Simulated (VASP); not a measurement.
Data:

```
CELL_PARAMETERS angstrom
      0.00000     3.16986     3.16986
      3.16986     0.00000     3.16986
     12.67615    12.67615     0.00327
ATOMIC_POSITIONS crystal
  In 0.00841 0.00841 0.99370
  In 0.99343 0.99343 0.25493
  Sb 0.24906 0.24906 0.06321
  Sb 0.23442 0.23442 0.32418
  Sb 0.25039 0.25039 0.56221
  Sb 0.26542 0.26542 0.80094
  Al 0.99220 0.99220 0.50585
  Al 0.00668 0.00668 0.74499
```

These are PBEsol GGA, VASP's PBE PAW potentials (set 64) (plane waves; VASP) values and carry that method's errors. Settings: 400 eV cut-off, 7×7×2 Γ-centred mesh, tetrahedra with Blöchl corrections, potentials In_d Sb Al.

Unless said otherwise, spin-orbit coupling is left out, though it shifts the bands of the heavy elements here.

**Question.** What does the run give for the energy per atom (σ→0), band gap (on the k-mesh) with the smallest direct gap where there is one?

**Answer.** 
The band gap (on the k-mesh) is 0.35 eV. The smallest direct gap (on the k-mesh) comes out as 0.35 eV and the energy per atom (σ→0) comes out as -4.125 eV/atom.

The absolute energy has meaning only against runs of the same code, potentials and settings.

The structure was generated: Al2In2Sb4 was put into an ordered model structure (R3m), which need not be its known phase. It was relaxed first.
